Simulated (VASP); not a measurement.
Input:

```
Ni3Sn4
1.0
    6.10508    -2.02729     0.00000
    6.10508     2.02729     0.00000
   -1.34749     0.00000     5.01816
Ni Sn
3 4
Direct
  0.00000   0.00000   0.00000
  0.78416   0.78416   0.66356
  0.21584   0.21584   0.33644
  0.57265   0.57265   0.31357
  0.42735   0.42735   0.68643
  0.82788   0.82788   0.18744
  0.17212   0.17212   0.81256
```

Computed with PBEsol GGA, VASP's PBE PAW potentials (set 64) (plane waves; VASP). Settings: 300 eV cut-off, 4×4×3 Γ-centred mesh, Fermi-Dirac smearing of 0.10 eV, potentials Ni Sn_d.

At this cut-off the stress carries a Pulay error, which pulls relaxed volumes low.

Question: Give the force on each atom (eV/Å).

Answer: 
```csv
atom,Fx,Fy,Fz
Ni1,0.000,0.000,0.000
Ni2,0.039,0.000,-0.016
Ni3,-0.039,0.000,0.016
Sn4,0.079,0.000,-0.076
Sn5,-0.079,0.000,0.076
Sn6,0.077,0.000,0.052
Sn7,-0.077,0.000,-0.052
```

Question: Give the stress tensor in GPa (positive for a compressed cell).

Answer: 
```
-1.84   0.00   0.18
 0.00  -1.21   0.00
 0.18   0.00  -3.28
```
The pressure is its mean diagonal, -2.11 GPa.

The structure comes from a computed database's Ni3Sn4 entry; how it stands against other phases isn't given here. The cell was not relaxed at this level. The k-mesh is coarse (spacing up to 0.42 per Å, 2π included), so the numbers may not be converged in it. The run is not spin-polarised, so no magnetic state was tried.
